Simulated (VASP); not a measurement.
A run of VASP 6.6.1 is set up as follows.

The input INCAR:

```
SYSTEM = MgZr2O3
PREC = Normal
ENCUT = 520
EDIFF = 1E-4
ISMEAR = 0
SIGMA = 0.15
LREAL = .FALSE.
LASPH = .TRUE.
NELM = 60
ALGO = Fast
ISIF = 3
LWAVE = .FALSE.
LCHARG = .FALSE.
GGA = PE
IBRION = 2
NSW = 24
EDIFFG = -0.08
```

KPOINTS

```
Automatic mesh
0
G
  3 3 3
  0 0 0
```

POSCAR

```
MgZr2O3
1.0
    4.2679833300      0.0000000000      0.0000000000
    0.0000000000      4.2679833300      0.0000000000
    0.0000000000      0.0000000000      4.6846186500
Mg Zr O
1 2 3
Direct
    0.0000000000      0.0000000000      0.0000000000
    0.0000000000      0.0000000000      0.5000000000
    0.5000000000      0.5000000000      0.5000000000
    0.0000000000      0.5000000000      0.5000000000
    0.5000000000      0.0000000000      0.5000000000
    0.5000000000      0.5000000000      0.0000000000
```

Potentials or basis: VASP PAW PBE potentials, release 64 (Mg, Zr_sv, O).

Launch:

```sh
$ cat potpaw_PBE.64/Mg/POTCAR potpaw_PBE.64/Zr_sv/POTCAR potpaw_PBE.64/O/POTCAR > POTCAR
$ mpirun -np 1 vasp_std > vasp.out
```

Problem. What does it give for the space group after relaxing (to 0.05 Å)?

Solution. P4/mmm (No. 123).

Problem. Estimate the band gap on the k mesh.

Solution. None (metal or under the smearing width).

Problem. Estimate the relaxed cell.

Solution. a = 4.306 Å, b = 4.306 Å, c = 5.222 Å, α = 90.00°, β = 90.00°, γ = 90.00°.

Problem. Estimate the relaxed volume.

Solution. 16.13 Å³/atom.

Stress tensor (GPa, compression positive):
```
-0.27  0.00  0.00
 0.00 -0.27  0.00
 0.00  0.00 -0.03
```

Caveat: the k mesh is coarse (spacing up to 0.49 Å⁻¹), so the values aren't converged.
